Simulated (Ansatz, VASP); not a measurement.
# Si32TeO63 (Te_O): VASP beside Ansatz, part 2 of 2

One calculation is typed for both programs; each brings its own data sets. How far apart do they land? The structure shown is the start of the Ansatz relaxation below; VASP solves that cell, so the two are compared at the walk's first step.

VASP 6.6.1 and Ansatz 0.2.0.

So far: The starting structure; Ansatz: relaxation, r2SCAN.

## 3. VASP: single point, r2SCAN, start cell

Level of this step: r2SCAN, spin-polarised from a ferromagnetic start; plane waves and PAW (Si, O, Te) (VASP).

The same cell, functional and mesh now go to VASP, with its own data sets.

Lines of VASP's logs that name or quote its potential files are left out, and so is its time.

Contents of INCAR:

```
SYSTEM = Si32TeO63
PREC = Accurate
ENCUT = 580
EDIFF = 1E-06
NELM = 200
ISMEAR = 0
SIGMA = 0.01
LREAL = Auto
ALGO = Normal
METAGGA = R2SCAN
LASPH = .TRUE.
NELECT = 513
NBANDS = 323
ISPIN = 2
MAGMOM = 0 0 0 0 0 0 0 0 0 0 0 0.1 0 0 0 0 0 0 0 0.01 0 0 0 0 0 0.02 0 0 0.02 0 0 0 0 0 0 0 0 0 0.05 -0 0 0 0 0 0 -0 0 0 0 0.01 0 0 0 -0 0 0 0 0 0 0.03 0 -0 0 0 0.01 0 0.03 0 0 -0 0 0 0 0 0 0 0 0 0 0 0 0.01 0 0 -0 0.03 0 0 0 0 0 0 0 0 0 0.03
LORBIT = 11
LWAVE = .FALSE.
LCHARG = .FALSE.
ISIF = 2
ISYM = 0
NUPDOWN = 1
GGA_COMPAT = .FALSE.
LMIXTAU = .TRUE.
```

Contents of POSCAR:

```
Si32TeO63
1.0
    0.0000000000      8.3695907132      5.3368094992
    8.3695907132      0.0000000000      5.3368094992
    8.3695907132      8.3695907132      0.0000000000
Si O Te
32 63 1
Direct
    0.9977049580      0.9964010711      0.0061652432
    0.2444406824      0.2499104839      0.2547936462
[... 1 atom line left out ...]
    0.3812379001      0.3765590572      0.3712156207
[... 1 atom line left out ...]
    0.2460845189      0.2544113299      0.7504306377
[... 1 atom line left out ...]
    0.3794744682      0.3796373196      0.8714237369
[... 1 atom line left out ...]
    0.2461465021      0.7537244884      0.2519311391
[... 1 atom line left out ...]
    0.3808033774      0.8734538714      0.3720615136
[... 1 atom line left out ...]
    0.2475189285      0.7495494512      0.7553473152
    0.1286380142      0.6238284174      0.6204767532
[... 1 atom line left out ...]
    0.4993212444      0.0002112947      0.0044291951
[... 1 atom line left out ...]
    0.6276667331      0.1231537713      0.1281416710
    0.8769092551      0.3797844682      0.3690706688
    0.4972072045      0.9943698324      0.5053983335
[... 4 atom lines left out ...]
    0.7452780610      0.7507397379      0.2546674903
    0.6217574944      0.6214292824      0.1313015518
    0.8733934544      0.8722077333      0.3735171005
    0.5014495661      0.5031412856      0.4941207414
[... 1 atom line left out ...]
    0.6239607725      0.6189160814      0.6274814257
    0.8726300754      0.8697221674      0.8768643147
[... 6 atom lines left out ...]
    0.2247592487      0.0250177014      0.3720630059
[... 6 atom lines left out ...]
    0.2744389273      0.4672390361      0.6310223145
[... 1 atom line left out ...]
    0.4664873396      0.2804083480      0.6257732396
[... 1 atom line left out ...]
    0.2485624403      0.7493403330      0.4000016515
    0.9939837794      0.5011041567      0.3499184613
[... 2 atom lines left out ...]
    0.2750874424      0.9665901931      0.1306880747
    0.2206632262      0.5317434318      0.3770331452
    0.4770418021      0.7816804741      0.1219959731
[... 3 atom lines left out ...]
    0.2562586095      0.7504155094      0.5931080135
[... 1 atom line left out ...]
    0.2782033222      0.9749124206      0.6271695042
    0.2273463023      0.5274925205      0.8705281714
    0.4720288382      0.7839794568      0.6205966333
    0.5033675525      0.9960274513      0.1554279835
[... 1 atom line left out ...]
    0.5020140403      0.0039684199      0.3408564466
[... 2 atom lines left out ...]
    0.7777878630      0.4771207113      0.1201881860
    0.7269177822      0.0322136803      0.3695799217
[... 6 atom lines left out ...]
    0.7759908552      0.4666146755      0.6266845446
    0.7281937752      0.0285639844      0.8722069444
[... 2 atom lines left out ...]
    0.7526738522      0.7529013424      0.4036571241
    0.4999540684      0.5000332837      0.3427306269
    0.7560896717      0.7491699785      0.0948187232
    0.7807669945      0.9678554739      0.1232657425
    0.7158894704      0.5259339451      0.3784802920
    0.9703182108      0.7735967633      0.1251576988
    0.5046233965      0.5011964667      0.6529741889
    0.7447867072      0.7488877440      0.9085608069
[... 6 atom lines left out ...]
    0.5244816342      0.7174392178      0.3769528874
```

Contents of KPOINTS:

```
Points of the shifted mesh
1
Reciprocal
 0.2500000000  0.2500000000  0.2500000000 1
```

Potentials, in the order of the species: Si, O and Te (PBE family, release 64).

On the command line:

```
> export OMP_NUM_THREADS=3
> mpirun -np 1 vasp_std
```

Numbers of over 12 decimals in the logs are rounded to 6 here.

Log:

```text
[banner, memory and clock lines left out]
running    1 mpi-ranks, on    1 nodes
[...]
Offloading initialized ...    1 GPUs detected
[...]
|                                                                             |
|               ----> ADVICE to this user running VASP <----                  |
|                                                                             |
|     You enforced a specific xc type in the INCAR file but a different       |
|     [... a line on the potential file left out ...]
|     I HOPE YOU KNOW WHAT YOU ARE DOING!                                     |
|                                                                             |

 LDA part: xc-table for (None), standard interpolation
|                                                                             |
|           W    W    AA    RRRRR   N    N  II  N    N   GGGG   !!!           |
|           W    W   A  A   R    R  NN   N  II  NN   N  G    G  !!!           |
|           W    W  A    A  R    R  N N  N  II  N N  N  G       !!!           |
[...]
N       E                     dE             d eps       ncg     rms          rms(c)
DAV:   1     0.292073096043E+04    0.29207E+04   -0.31514E+05  1292   0.175E+03
DAV:   2    -0.921398353789E+03   -0.38421E+04   -0.37423E+04  1514   0.375E+02
DAV:   3    -0.112709627046E+04   -0.20570E+03   -0.20399E+03  1552   0.872E+01
DAV:   4    -0.113002395293E+04   -0.29277E+01   -0.29063E+01  1520   0.109E+01
DAV:   5    -0.113007734184E+04   -0.53389E-01   -0.53203E-01  1520   0.129E+00BRMIX: very serious problems
 the old and the new charge density differ
 old charge density:   512.00000 new  513.00000
    0.760E+01
DAV:   6    -0.899682970637E+03    0.23039E+03   -0.17547E+02  1472   0.231E+01    0.448E+01
DAV:   7    -0.902344296112E+03   -0.26613E+01   -0.29058E+01  1496   0.102E+01    0.157E+01
DAV:   8    -0.902966831437E+03   -0.62254E+00   -0.21064E+00  1512   0.326E+00    0.511E+00
DAV:   9    -0.903060939222E+03   -0.94108E-01   -0.34746E-01  1496   0.121E+00    0.231E+00
[...]
DAV:  15    -0.903081033839E+03   -0.97525E-05   -0.39254E-05  1480   0.177E-02    0.286E-02
DAV:  16    -0.903081033091E+03    0.74734E-06   -0.10625E-05  1512   0.688E-03    0.131E-02
DAV:  17    -0.903081032512E+03    0.57892E-06   -0.17863E-06   840   0.328E-03
   1 F= -.90308103E+03 E0= -.90308103E+03  d E =-.374232E-16  mag=     1.0000
```

From OUTCAR (step 3):

```text
  Total      119.7102054    122.2472664    142.7870438    -55.6568696     -3.9866508      6.6910713
  in kB      256.5202299    261.9567545    305.9702820   -119.2639587     -8.5427687     14.3379182
  external PRESSURE =     274.8157555 kB  Pullay stress =       0.0000000 kB

 POSITION                                       TOTAL-FORCE (eV/Angst)
 -----------------------------------------------------------------------------------
      8.39107      8.40198     10.64216        -1.633314     -0.821192      1.800706
      4.22417      4.17839      2.63826        -1.390683      0.527682      1.423008
      2.08607      2.06141      1.29548         0.684027      1.356647      2.742237
      6.25857      6.29773      4.04422        -0.397412     -0.559778     -2.375656
     12.53993     12.55338     10.62576         0.306573     -0.552731      1.724212
      8.41012      8.34042      2.67105        -1.584402      1.247036     -0.772970
      6.23957      6.25273      1.35624         1.270505      0.659603     -0.492897
     10.47087     10.46951      4.05124        -0.022601      0.234059     -3.114565
     12.58643      8.36326      2.70626        -1.719706      0.188732     -0.833141
      8.41693      4.16871      5.33612        -1.442034      0.418914      0.288855
      6.32063      2.11100      3.98627        -0.646184      0.321967      0.510736
[...]
7.56958      9.15943      6.62738        -3.326508      3.428282      1.000559
      7.52221      9.16868      9.30694         0.745683      0.670068      0.195637
[...]
-----------------------------------------------------------------------------------
    total drift:                               -0.004149      0.015082     -0.013707

  FREE ENERGIE OF THE ION-ELECTRON SYSTEM (eV)
  ---------------------------------------------------
  free  energy   TOTEN  =      -903.0810325125 eV

  energy  without entropy=     -903.0810325125  energy(sigma->0) =     -903.08103251

 magnetization (x)
# of ion       s       p       d       tot
------------------------------------------
    1        0.016   0.002   0.000   0.018
    2        0.009   0.001   0.000   0.010
    3        0.014   0.001   0.000   0.016
    4        0.008   0.001   0.000   0.009
    5        0.018   0.002   0.000   0.021
    6        0.008   0.001   0.000   0.010
    7        0.013   0.001   0.000   0.014
    8        0.013   0.001   0.000   0.014
    9        0.017   0.002   0.000   0.020
   10        0.009   0.001   0.000   0.010
   11        0.021   0.002   0.000   0.023
   12        0.008   0.002   0.000   0.010
   13        0.016   0.002   0.000   0.018
[...]
--------------------------------------------------
tot          0.732   0.068   0.002   0.802

[... 3 further parts left out ...]
[key lines of the parts left out:]
E-fermi :   9.5988
```

The run ends at a pressure of 27.48 GPa, with forces up to 42 eV/Å.

## 4. Comparison

Known differences besides the potentials themselves: VASP starts from the moments at which Ansatz ended; VASP keeps PBE cores, Ansatz makes them for the functional; fixed occupations in Ansatz, narrow Gaussian smearing in VASP; the cutoff is 500 eV in Ansatz and 580 eV in VASP (PREC = Accurate, projectors in real space). Total energies have different zeros and are not compared.

Forces on 7 of the 96 atoms, those with the largest forces and the largest differences (eV/Å; atoms numbered as in POSCAR):

```
atom            Ansatz x, y, z              VASP x, y, z
Si12    23.215, -22.536, 0.570    22.744, -22.091, 0.544
Si21      1.109, -0.476, 3.173      1.101, -0.512, 3.220
Si25      0.962, 0.111, -3.342      0.961, 0.108, -3.366
Si26   -15.289, 15.659, 25.941   -15.251, 15.617, 25.904
Si29  -19.040, 19.153, -31.558  -19.092, 19.195, -31.689
 O86      -3.260, 3.362, 0.986      -3.327, 3.428, 1.001
Te96    13.325, -13.927, 4.017    13.822, -14.388, 4.171
```

The forces differ by 60 meV/Å r.m.s., which is 1.5 % of the r.m.s. force of 4.001 eV/Å (both taken over all components). Moments aren't recorded for both runs of this pair, so they may hold unlike magnetic states. The cell carries a charge of -1 e against a uniform background, so its pressure also hangs on how the neutralising background is counted, and in a defect's cell a gap may be the spacing between its levels.

## 5. Summary of results

```yaml
r_m_s_force_difference_single_point_r2scan_start_cell: 1.5 % of the r.m.s. force
```

In words: The r.m.s. force difference is 1.5 % of the r.m.s. force (single point, r2SCAN, start cell), within the 3 % picked in this series as the mark of a large difference. The data sets hold unlike numbers of valence electrons (523 in Ansatz and 513 in VASP), so part of the differences comes from the potentials. 1 further run of this series is not shown here. How closely two codes agree says nothing of how well the functional describes the real material.

[Lines on the potential files, build, host, timing and source positions are cut from VASP's logs without a mark.]

[Logs are printed without paths, hosts, clocks, repeated set-up lines and the standing remarks that a program may print on its own settings, such as how far it seeks lower states.]

[Hosts, paths, dates, database ids (printed as entryN), source tags and the programs' standing remarks are cut or masked in the printed files.]
